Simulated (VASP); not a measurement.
An input for Quantum ESPRESSO's pw.x (written as the equivalent of a VASP run, and not itself run):

```
&CONTROL
  calculation = 'scf'
  pseudo_dir = './pseudo'
  outdir = './out'
  tprnfor = .true.
  tstress = .false.
/
&SYSTEM
  ibrav = 0
  nat = 2
  ntyp = 2
  ecutwfc = 102
  occupations = 'smearing'
  smearing = 'gaussian'
  degauss = 0.000735
  input_dft = 'hse'
  nqx1 = 5
  nqx2 = 5
  nqx3 = 5
  screening_parameter = 0.1058
/
&ELECTRONS
  conv_thr = 7.3e-08
  electron_maxstep = 100
/
ATOMIC_SPECIES
  Cd 112.414 Cd.upf
  Te 127.600 Te.upf
CELL_PARAMETERS angstrom
     0.0000000    3.2821150    3.2821150
     3.2821150    0.0000000    3.2821150
     3.2821150    3.2821150    0.0000000
ATOMIC_POSITIONS crystal
  Cd   0.0048740 -0.0071980 -0.0004910
  Te   0.2451260  0.2571980  0.2504910
K_POINTS automatic
  5 5 5 0 0 0
```

Write the VASP files for the same calculation (HSE06).

This is not unique; one that fits is 
POSCAR:
```
CdTe
4.6416120
  0.0000000000   0.7071067121   0.7071067121
  0.7071067121   0.0000000000   0.7071067121
  0.7071067121   0.7071067121   0.0000000000
Cd Te
1 1
Cartesian
 -0.0054369435   0.0030992487  -0.0016433160
  0.3589902995   0.3504541073   0.3551966720
```

**INCAR**
```
SYSTEM = CdTe
PREC = Accurate
ENCUT = 240
EDIFF = 1E-6
NELM = 100
ALGO = Normal
LREAL = .FALSE.
LASPH = .TRUE.
ISMEAR = 0
SIGMA = 0.01
GGA = PE
HFSCREEN = 0.2
AEXX = 0.25
LHFCALC = .TRUE.
PRECFOCK = Fast
ISYM = 3
LMAXMIX = 4
LWAVE = .FALSE.
LCHARG = .FALSE.
ISIF = 2
```

### KPOINTS
```
Automatic mesh
0
G
5 5 5
0 0 0
```

POTCAR, in this order: Cd Te (PBE.64 set). Program: vasp_std.

The two are equivalent in intent, not identical: the potentials are each code's own (VASP's PAW set, PseudoDojo norm-conserving files in pw.x), so ENCUT and ecutwfc are chosen apart and not converted; conv_thr bounds pw.x's estimated SCF error, while EDIFF bounds the energy change between steps.

The structure comes from a computed database's CdTe entry; how it stands against other phases isn't given here. The cell was not relaxed at this level, atoms are displaced from their ideal sites. The run is one of a series of settings (ENCUT = 240 against the base run), some of them coarse on purpose.
